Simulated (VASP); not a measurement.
Given:

```
CELL_PARAMETERS angstrom
      1.26797    -2.17928     0.00000
      1.26797     2.17928     0.00000
      0.00000     0.00000     3.99937
ATOMIC_POSITIONS crystal
  Co 0.33333 0.66667 0.25000
  Co 0.69407 0.36073 0.75000
```
Starting moments (μB, in the order of the record's atoms Co Co): 1.8 1.8.

Calculation: PBE GGA, VASP's PBE PAW potentials (set 64) (plane waves; VASP 6.6.1). Run with 400 eV cut-off, KSPACING 0.6 per Å, first-order Methfessel-Paxton smearing of 0.10 eV, potentials Co.

Question: Give the force on each atom (eV/Å).

Answer: 
```tsv
atom	Fx	Fy	Fz
Co1	0.171	0.018	0.000
Co2	-0.171	-0.018	0.000
```

Question: Give the stress tensor in GPa (positive for a compressed cell).

Answer: 
```
-2.60  -1.11   0.00
-1.11  -0.67   0.00
 0.00   0.00  -2.76
```
The pressure is its mean diagonal, -2.01 GPa.

The compound is Co in the hcp structure. The cell was not relaxed at this level, atoms are displaced from their ideal sites. The run is one of a series of settings (KGAMMA = .TRUE., KSPACING = 0.6, KPOINTS file removed against the base run), some of them coarse on purpose.
